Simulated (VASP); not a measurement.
The cell holds one CoSi2 (fluorite) (111) slab, with vacuum along c, ions free to move until forces fall under 0.03 eV/Å, no reconstruction beyond this cell, dipole correction on.

Data:

```xyz
9
Lattice="3.7570 0.0000 0.0000 -1.8785 3.2536 0.0000 0.0000 0.0000 24.0716" Properties=species:S:1:pos:R:3 pbc="T T T"
Si     1.8785     1.0845     8.2393
Si     0.0000     2.1691    11.2112
Si     0.0000     0.0000     9.7332
Si     0.0000     0.0000    14.3384
Si     1.8785     1.0845    12.8604
Si     0.0000     2.1691    15.8323
Co     0.0000     2.1691     8.9173
Co     0.0000     0.0000    12.0358
Co     1.8785     1.0845    15.1543
```

These are PBEsol GGA, VASP's PBE PAW potentials (set 64) (plane waves; VASP) values and carry that method's errors. Run with 400 eV cut-off, 9×9×1 Γ-centred mesh, first-order Methfessel-Paxton smearing of 0.10 eV, potentials Si Co.

Slab and bulk use different k-meshes, so the surface energy is good to a few per cent at best.

The surface energy is 1.77 J/m² and the work function is 5.26 eV. The band gap (on the k-mesh) comes out as none (metal, semimetal or under 0.01 eV).

The cell is a thin slab with vacuum, built from CoSi2 (fluorite): (111) face. The run is not spin-polarised, so no magnetic state was tried.
